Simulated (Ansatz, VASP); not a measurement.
**Cross-check of LaCrSb3 between VASP and Ansatz**

Wanted: the spread between two codes on one cell, functional and k mesh. The cell is a member of a volume series, scaled by 0.96 from a relaxed one, so a pressure remains.

Program: Ansatz 0.2.0. Level of theory: plane waves, with VASP 6.6.1 beside it; single point at LDA, DFT+U. Results are calculated unless marked as measured.

## 1. Set-up

Symmetry: Pbcm, No. 57, orthorhombic system. The conventional cell has a = 13.035 Å, b = 5.954 Å, c = 6.217 Å, α = 90.00°, β = 90.00°, γ = 90.00°. Nearest to La lie 9 Sb at 3.12 to 3.31 Å. Nearest to Cr lie 6 Sb at 2.70 to 2.80 Å. Nearest to Sb lie 4 Cr at 2.70 to 2.75 Å and 1 Sb at 3.03 Å and 1 La at 3.23 Å. Sb has 2 Cr at 2.80 Å and 1 Sb at 3.03 Å and 4 La at 3.12 to 3.28 Å nearest. Nearest to Sb lie 4 Sb at 2.98 to 3.11 Å and 4 La at 3.29 to 3.31 Å. Farther neighbours are not listed.

## 2. VASP: single point, LDA, DFT+U

A single point gives forces, pressure and levels at one fixed geometry, so differences don't come from the geometry; what else differs is listed under the comparison.

Lines of VASP's logs that name or quote its potential files are left out, and so is its time.

INCAR

```
SYSTEM = LaCrSb3
PREC = Accurate
ENCUT = 400
EDIFF = 1E-06
NELM = 150
ISMEAR = 0
SIGMA = 0.05
LREAL = .FALSE.
ALGO = Normal
GGA = CA
NBANDS = 115
ISPIN = 2
MAGMOM = 0.012 0.012 0.012 0.012 3.733 3.733 3.733 3.733 -0.131 -0.131 -0.131 -0.131 -0.056 -0.056 -0.056 -0.056 0.012 0.012 0.012 0.012
LDAU = .TRUE.
LDAUTYPE = 2
LDAUL = -1 2 -1
LDAUU = 0 4 0
LDAUJ = 0 0 0
LDAUPRINT = 1
LASPH = .TRUE.
LMAXMIX = 6
AMIX = 0.2
BMIX = 1E-04
AMIX_MAG = 0.8
BMIX_MAG = 1E-04
LORBIT = 11
LWAVE = .FALSE.
LCHARG = .FALSE.
KPAR = 2
NCORE = 4
ISIF = 2
```

POSCAR

```
LaCrSb3
1.0
   13.0348365279      0.0000000000      0.0000000000
    0.0000000000      5.9535809533      0.0000000000
    0.0000000000      0.0000000000      6.2171656177
La Cr Sb
4 4 12
Direct
    0.6918619891      0.5001707157      0.2500000000
    0.3081380109      0.4998292843      0.7500000000
    0.6918619891      0.9998292843      0.7500000000
    0.3081380109      0.0001707157      0.2500000000
    0.0932577550      0.7500000000      0.5000000000
    0.9067422450      0.2500000000      0.0000000000
    0.9067422450      0.2500000000      0.5000000000
    0.0932577550      0.7500000000      0.0000000000
    0.9331496222      0.6262861678      0.2500000000
    0.0668503778      0.3737138322      0.7500000000
    0.9331496222      0.8737138322      0.7500000000
    0.0668503778      0.1262861678      0.2500000000
    0.7718095287      0.9932486428      0.2500000000
    0.2281904713      0.0067513472      0.7500000000
    0.7718095287      0.5067513572      0.7500000000
    0.2281904713      0.4932486528      0.2500000000
    0.4990425953      0.7500000000      0.5000000000
    0.5009574047      0.2500000000      0.0000000000
    0.5009574047      0.2500000000      0.5000000000
    0.4990425953      0.7500000000      0.0000000000
```

KPOINTS

```
Automatic mesh
0
Gamma
2 3 3
0 0 0
```

PAW data sets: La, Cr_pv and Sb (LDA family, release 64).

Launch:

```sh
> mpirun -np 8 vasp_std
```

Numbers of over 12 decimals in the logs are rounded to 6 here.

Log:

```text
[banner, memory and clock lines left out]
running    8 mpi-ranks, on    1 nodes
 distrk:  each k-point on    4 cores,    2 groups
 distr:  one band on    4 cores,    1 groups

 POSCAR found type information on POSCAR LaCrSb
 POSCAR found :  3 types and      20 ions
|                                                                             |
|               ----> ADVICE to this user running VASP <----                  |
|                                                                             |
|     You have a (more or less) 'large supercell' and for larger cells it     |
|     might be more efficient to use real-space projection operators.         |
|     Therefore, try LREAL= Auto in the INCAR file.                           |
|     Mind: For very accurate calculation, you might also keep the            |
|     reciprocal projection scheme (i.e. LREAL=.FALSE.).                      |
|                                                                             |

 LDA part: xc-table for (Slater(with rela. corr.)+CA(PZ))
 , standard interpolation
 POSCAR, INCAR and KPOINTS ok, starting setup
 FFT: planning ... GRIDC
 FFT: planning ... GRID_SOFT
 FFT: planning ... GRID
 WAVECAR not read
 entering main loop
       N       E                     dE             d eps       ncg     rms          rms(c)
DAV:   1     0.159366537105E+04    0.15937E+04   -0.46925E+04  3912   0.126E+03
DAV:   2     0.211152758174E+03   -0.13825E+04   -0.12734E+04  3920   0.361E+02
DAV:   3    -0.703792005910E+02   -0.28153E+03   -0.25305E+03  3936   0.164E+02
DAV:   4    -0.119270705961E+03   -0.48892E+02   -0.42886E+02  5957   0.599E+01
DAV:   5    -0.124478015744E+03   -0.52073E+01   -0.49660E+01  6840   0.218E+01    0.367E+01
DAV:   6    -0.195677037202E+03   -0.71199E+02   -0.38173E+02  5936   0.677E+01    0.677E+01
DAV:   7    -0.111665637017E+03    0.84011E+02   -0.23662E+02  6395   0.598E+01    0.278E+01
DAV:   8    -0.117759412463E+03   -0.60938E+01   -0.70919E+01  6384   0.270E+01    0.143E+01
DAV:   9    -0.119171995247E+03   -0.14126E+01   -0.77739E+00  6744   0.872E+00    0.112E+01
DAV:  10    -0.120331538861E+03   -0.11595E+01   -0.24827E+00  6392   0.453E+00    0.734E+00
DAV:  11    -0.120269335872E+03    0.62203E-01   -0.24402E+00  5696   0.417E+00    0.634E+00
DAV:  12    -0.120020905544E+03    0.24843E+00   -0.82653E-01  6048   0.287E+00    0.649E+00
DAV:  13    -0.120261151777E+03   -0.24025E+00   -0.19679E-01  6664   0.180E+00    0.385E+00
DAV:  14    -0.120279725894E+03   -0.18574E-01   -0.79537E-02  6208   0.809E-01    0.280E+00
DAV:  15    -0.120322923402E+03   -0.43198E-01   -0.12810E-01  5840   0.109E+00    0.110E+00
DAV:  16    -0.120324238210E+03   -0.13148E-02   -0.30079E-02  6256   0.539E-01    0.705E-01
DAV:  17    -0.120324781900E+03   -0.54369E-03   -0.31079E-03  6496   0.201E-01    0.412E-01
DAV:  18    -0.120325156386E+03   -0.37449E-03   -0.99334E-04  6416   0.119E-01    0.254E-01
DAV:  19    -0.120325231848E+03   -0.75462E-04   -0.61234E-04  6096   0.797E-02    0.996E-02
DAV:  20    -0.120325253509E+03   -0.21661E-04   -0.13441E-04  6440   0.390E-02    0.476E-02
DAV:  21    -0.120325247379E+03    0.61298E-05   -0.25187E-05  6624   0.174E-02    0.365E-02
DAV:  22    -0.120325249745E+03   -0.23662E-05   -0.29665E-05  5624   0.228E-02    0.138E-02
DAV:  23    -0.120325250195E+03   -0.44945E-06   -0.60666E-06  4608   0.937E-03
   1 F= -.12032525E+03 E0= -.12032066E+03  d E =-.918284E-02  mag=    14.7930
```

OUTCAR, selected parts (step 2):

```text
ion  position               nearest neighbor table
   1  0.692  0.500  0.250-  13 3.12  13 3.19   9 3.23  15 3.28  15 3.28  18 3.29  19 3.29  17 3.31
                            20 3.31
   2  0.308  0.500  0.750-  14 3.12  14 3.19  10 3.23  16 3.28  16 3.28  20 3.29  17 3.29  18 3.31
                            19 3.31
   3  0.692  1.000  0.750-  15 3.12  15 3.19  11 3.23  13 3.28  13 3.28  19 3.29  18 3.29  20 3.31
                            17 3.31
   4  0.308  0.000  0.250-  16 3.12  16 3.19  12 3.23  14 3.28  14 3.28  17 3.29  20 3.29  19 3.31
                            18 3.31
   5  0.093  0.750  0.500-   9 2.70  11 2.70  12 2.75  10 2.75  14 2.80  16 2.80   8 3.11   8 3.11

  LATTYP: Found a simple orthorhombic cell.
 ALAT       =     5.9535809533
 B/A-ratio  =     1.0442732981
 C/A-ratio  =     2.1894111511

 Subroutine GETGRP returns: Found  8 space group operations
 (whereof  2 operations were pure point group operations)

The static configuration has the point symmetry S_2 .
 The point group associated with its full space group is D_2h.

 Found      8 irreducible k-points:

   k-points           NKPTS =      8   k-points in BZ     NKDIM =      8   number of bands    NBANDS=    115

   dimension x,y,z NGX =    90 NGY =   40 NGZ =   42
   dimension x,y,z NGXF=   180 NGYF=   80 NGZF=   84

   ENCUT  =  400.0 eV  29.40 Ry    5.42 a.u.  21.26  9.71 10.14*2*pi/ulx,y,z

   NELECT =     152.0000    total number of electrons

 k-points in reciprocal lattice and weights: Automatic mesh
   0.00000000  0.00000000  0.00000000       0.056
   0.50000000  0.00000000  0.00000000       0.056
   0.00000000  0.33333333  0.00000000       0.111
   0.50000000  0.33333333  0.00000000       0.111
   0.00000000  0.00000000  0.33333333       0.111
   0.50000000  0.00000000  0.33333333       0.111
   0.00000000  0.33333333  0.33333333       0.222
   0.50000000  0.33333333  0.33333333       0.222

atom =   5  type =  2  l = 2

 onsite density matrix

spin component  1

  0.8070 -0.0000 -0.0000 -0.0595 -0.0000
 -0.0000  0.7553 -0.0041 -0.0000 -0.0633
 -0.0000 -0.0041  0.8601 -0.0000  0.0101
 -0.0595 -0.0000 -0.0000  0.7409 -0.0000
 -0.0000 -0.0633  0.0101 -0.0000  0.8024

spin component  2

  0.0675 -0.0000 -0.0000  0.0342 -0.0000
 -0.0000  0.0725  0.0070  0.0000  0.0364
 -0.0000  0.0070  0.0389  0.0000  0.0009
  0.0342  0.0000  0.0000  0.0851 -0.0000
 -0.0000  0.0364  0.0009 -0.0000  0.0525

 occupancies and eigenvectors

  o =  0.0239  v =  0.0000  0.0000  0.0000  0.0000  0.0000  0.0000  0.6038 -0.2399 -0.0000 -0.7602      0.0000  0.0000  0.0000  0.0000  0.0000  0.0000  0.0000  0.0000  0.0000  0.0000
  o =  0.0392  v =  0.0000  0.0000  0.0000  0.0000  0.0000  0.0000  0.0693  0.9658  0.0000 -0.2497      0.0000  0.0000  0.0000  0.0000  0.0000  0.0000  0.0000  0.0000  0.0000  0.0000
  o =  0.0410  v =  0.0000  0.0000  0.0000  0.0000  0.0000 -0.7903  0.0000 -0.0000  0.6127 -0.0000      0.0000  0.0000  0.0000  0.0000  0.0000  0.0000  0.0000  0.0000  0.0000  0.0000
  o =  0.1009  v =  0.0000  0.0000  0.0000  0.0000  0.0000  0.0000  0.7941  0.0981  0.0000  0.5998      0.0000  0.0000  0.0000  0.0000  0.0000  0.0000  0.0000  0.0000  0.0000  0.0000
  o =  0.1115  v =  0.0000  0.0000  0.0000  0.0000  0.0000  0.6127  0.0000 -0.0000  0.7903 -0.0000      0.0000  0.0000  0.0000  0.0000  0.0000  0.0000  0.0000  0.0000  0.0000  0.0000
  o =  0.7059  v =  0.5072  0.0000  0.0000  0.8618  0.0000  0.0000  0.0000  0.0000  0.0000  0.0000      0.0000  0.0000  0.0000  0.0000  0.0000  0.0000  0.0000  0.0000  0.0000  0.0000
  o =  0.7113  v =  0.0000  0.8203 -0.0163  0.0000  0.5717  0.0000  0.0000  0.0000  0.0000  0.0000      0.0000  0.0000  0.0000  0.0000  0.0000  0.0000  0.0000  0.0000  0.0000  0.0000
  o =  0.8406  v =  0.0000 -0.5088 -0.4774  0.0000  0.7164  0.0000  0.0000  0.0000  0.0000  0.0000      0.0000  0.0000  0.0000  0.0000  0.0000  0.0000  0.0000  0.0000  0.0000  0.0000
  o =  0.8420  v = -0.8618  0.0000  0.0000  0.5072  0.0000  0.0000  0.0000  0.0000  0.0000  0.0000      0.0000  0.0000  0.0000  0.0000  0.0000  0.0000  0.0000  0.0000  0.0000  0.0000
  o =  0.8660  v =  0.0000  0.2612 -0.8786  0.0000 -0.3999  0.0000  0.0000  0.0000  0.0000  0.0000      0.0000  0.0000  0.0000  0.0000  0.0000  0.0000  0.0000  0.0000  0.0000  0.0000

atom =   6  type =  2  l = 2

 onsite density matrix

spin component  1

  0.8070  0.0000 -0.0000  0.0595  0.0000
  0.0000  0.7553  0.0041 -0.0000  0.0633
 -0.0000  0.0041  0.8601  0.0000  0.0101
  0.0595 -0.0000  0.0000  0.7409  0.0000
  0.0000  0.0633  0.0101  0.0000  0.8024

spin component  2

  0.0675  0.0000 -0.0000 -0.0342 -0.0000
  0.0000  0.0725 -0.0070  0.0000 -0.0364
 -0.0000 -0.0070  0.0389  0.0000  0.0009
 -0.0342  0.0000  0.0000  0.0851  0.0000
 -0.0000 -0.0364  0.0009  0.0000  0.0525

 occupancies and eigenvectors

  o =  0.0239  v =  0.0000  0.0000  0.0000  0.0000  0.0000  0.0000  0.6038  0.2399 -0.0000  0.7602      0.0000  0.0000  0.0000  0.0000  0.0000  0.0000  0.0000  0.0000  0.0000  0.0000
[...]
85       9.8672      0.00000
     86       9.9833      0.00000
    ...

 k-point     3 :       0.0000    0.3333    0.0000
  band No.  band energies     occupation
    ...
     80       8.1827      1.00000
     81       8.6554      1.00000
     82       8.6930      1.00000
     83       8.7224      1.00000
     84       9.0220      0.98890
     85       9.6823      0.00000
     86       9.7475      0.00000
     87       9.7859      0.00000
     88      10.3451      0.00000
     89      10.4911      0.00000
    ...

 k-point     4 :       0.5000    0.3333    0.0000
  band No.  band energies     occupation
    ...
     80       8.1344      1.00000
     81       8.5604      1.00000
     82       8.7173      1.00000
     83       8.7965      1.00000
     84       9.0805      0.73615
     85       9.6503      0.00000
     86       9.7014      0.00000
     87       9.7561      0.00000
     88      10.2531      0.00000
     89      10.2900      0.00000
    ...

 k-point     5 :       0.0000    0.0000    0.3333
  band No.  band energies     occupation
    ...
     81       8.3902      1.00000
     82       8.6477      1.00000
     83       8.7327      1.00000
     84       8.8644      1.00000
     85       8.9847      0.99958
     86       9.9479      0.00000
     87      10.0773      0.00000
     88      10.3485      0.00000
     89      10.4147      0.00000
     90      10.5033      0.00000
    ...

 k-point     6 :       0.5000    0.0000    0.3333
  band No.  band energies     occupation
    ...
     81       8.4754      1.00000
     82       8.5180      1.00000
     83       8.7897      1.00000
     84       9.0101      0.99563
     85       9.0845      0.69826
     86       9.8242      0.00000
     87      10.2077      0.00000
     88      10.2342      0.00000
     89      10.3021      0.00000
     90      10.4363      0.00000
    ...

 spin component 2
 k-point     1 :       0.0000    0.0000    0.0000
  band No.  band energies     occupation
    ...
     64       7.5123      1.00000
     65       7.6445      1.00000
     66       7.7498      1.00000
     67       8.6341      1.00000
     68       8.6504      1.00000
     69       9.3277      0.00000
     70       9.4085      0.00000
     71       9.9195      0.00000
     72      10.2872      0.00000
     73      10.4527      0.00000
    ...

 k-point     2 :       0.5000    0.0000    0.0000
  band No.  band energies     occupation
    ...
     65       7.8468      1.00000
     66       8.0515      1.00000
     67       8.6090      1.00000
     68       8.8747      1.00000
     69       9.0844      0.69916
     70       9.4432      0.00000
     71       9.9941      0.00000
     72      10.4561      0.00000
     73      10.5163      0.00000
     74      10.5900      0.00000
    ...

  Total        9.6574503     11.2861948      8.7899318      0.0000000      0.0000000      0.0000000
  in kB       32.0698387     37.4784683     29.1890392      0.0000000      0.0000000      0.0000000
  external PRESSURE =      32.9124487 kB  Pullay stress =       0.0000000 kB

  energy-cutoff  :      400.00
  volume of cell :      482.48
      direct lattice vectors                 reciprocal lattice vectors
    13.034836528  0.000000000  0.000000000     0.076717495  0.000000000  0.000000000
     0.000000000  5.953580953  0.000000000     0.000000000  0.167966138  0.000000000
     0.000000000  0.000000000  6.217165618     0.000000000  0.000000000  0.160844999

 POSITION                                       TOTAL-FORCE (eV/Angst)
 -----------------------------------------------------------------------------------
      9.01831      2.97781      1.55429        -0.010556     -0.021392      0.000000
      4.01653      2.97577      4.66287         0.010556      0.021392      0.000000
      9.01831      5.95256      4.66287        -0.010556      0.021392      0.000000
      4.01653      0.00102      1.55429         0.010556     -0.021392      0.000000
      1.21560      4.46519      3.10858         0.077150     -0.000000      0.000000
     11.81924      1.48840      0.00000        -0.077150     -0.000000      0.000000
     11.81924      1.48840      3.10858        -0.077150     -0.000000     -0.000000
      1.21560      4.46519      0.00000         0.077150     -0.000000     -0.000000
     12.16345      3.72865      1.55429        -0.043007      0.013011     -0.000000
      0.87138      2.22494      4.66287         0.043007     -0.013011      0.000000
     12.16345      5.20173      4.66287        -0.043007     -0.013011     -0.000000
      0.87138      0.75185      1.55429         0.043007      0.013011      0.000000
     10.06041      5.91339      1.55429        -0.077185      0.006186     -0.000000
      2.97443      0.04019      4.66287         0.077185     -0.006186     -0.000000
     10.06041      3.01699      4.66287        -0.077185     -0.006186      0.000000
      2.97443      2.93660      1.55429         0.077185      0.006186      0.000000
      6.50494      4.46519      3.10858         0.010896     -0.000000      0.000000
      6.52990      1.48840      0.00000        -0.010896     -0.000000      0.000000
      6.52990      1.48840      3.10858        -0.010896     -0.000000      0.000000
      6.50494      4.46519      0.00000         0.010896     -0.000000      0.000000
 -----------------------------------------------------------------------------------
    total drift:                               -0.000008      0.000000      0.000000

  FREE ENERGIE OF THE ION-ELECTRON SYSTEM (eV)
  ---------------------------------------------------
  free  energy   TOTEN  =      -120.3252501948 eV

  energy  without entropy=     -120.3160673525  energy(sigma->0) =     -120.32065877

 total charge
# of ion       s       p       d       f       tot
--------------------------------------------------
    1        2.030   5.629   0.822   0.164   8.646
    2        2.030   5.629   0.822   0.164   8.646
    3        2.030   5.629   0.822   0.164   8.646
    4        2.030   5.629   0.822   0.164   8.646
    5        0.262   6.226   4.256   0.000  10.745
    6        0.262   6.226   4.256   0.000  10.745
    7        0.262   6.226   4.256   0.000  10.745
    8        0.262   6.226   4.256   0.000  10.745
    9        1.172   1.300   0.052   0.000   2.523
   10        1.172   1.300   0.052   0.000   2.523
   11        1.172   1.300   0.052   0.000   2.523
   12        1.172   1.300   0.052   0.000   2.523
   13        1.145   1.380   0.030   0.000   2.554
   14        1.145   1.380   0.030   0.000   2.554
   15        1.145   1.380   0.030   0.000   2.554
   16        1.145   1.380   0.030   0.000   2.554
   17        1.185   1.276   0.037   0.000   2.499
   18        1.185   1.276   0.037   0.000   2.499
   19        1.185   1.276   0.037   0.000   2.499
   20        1.185   1.276   0.037   0.000   2.499
--------------------------------------------------
tot         23.176  63.246  20.789   0.658 107.869

 magnetization (x)
# of ion       s       p       d       f       tot
--------------------------------------------------
    1       -0.002  -0.002   0.010   0.007   0.014
    2       -0.002  -0.002   0.010   0.007   0.014
    3       -0.002  -0.002   0.010   0.007   0.014
    4       -0.002  -0.002   0.010   0.007   0.014
    5        0.029   0.024   3.635   0.000   3.689
    6        0.029   0.024   3.635   0.000   3.689
    7        0.029   0.024   3.635   0.000   3.689
    8        0.029   0.024   3.635   0.000   3.689
    9       -0.007  -0.126   0.008   0.000  -0.125
   10       -0.007  -0.126   0.008   0.000  -0.125
   11       -0.007  -0.126   0.008   0.000  -0.125
   12       -0.007  -0.126   0.008   0.000  -0.125
   13       -0.005  -0.056   0.006   0.000  -0.055
   14       -0.005  -0.056   0.006   0.000  -0.055
   15       -0.005  -0.056   0.006   0.000  -0.055
   16       -0.005  -0.056   0.006   0.000  -0.055
   17        0.001   0.008   0.001   0.000   0.010
   18        0.001   0.008   0.001   0.000   0.010
   19        0.001   0.008   0.001   0.000   0.010
   20        0.001   0.008   0.001   0.000   0.010
--------------------------------------------------
tot          0.063  -0.605  14.641   0.029  14.128

[... 4 further parts left out ...]
```

A U on the itinerant d states of such a compound is hard to justify; it moves the bands at the Fermi level and favours large moments. The scan keeps the cell's shape and the fractional positions fixed.

(Part 1 of 3 ends here.)

[Lines on the potential files, build, host, timing and source positions are cut from VASP's logs without a mark.]

[Logs are printed without paths, hosts, clocks, repeated set-up lines and the standing remarks that a program may print on its own settings, such as how far it seeks lower states.]

[Hosts, paths, dates, database ids (printed as entryN), source tags and the programs' standing remarks are cut or masked in the printed files.]
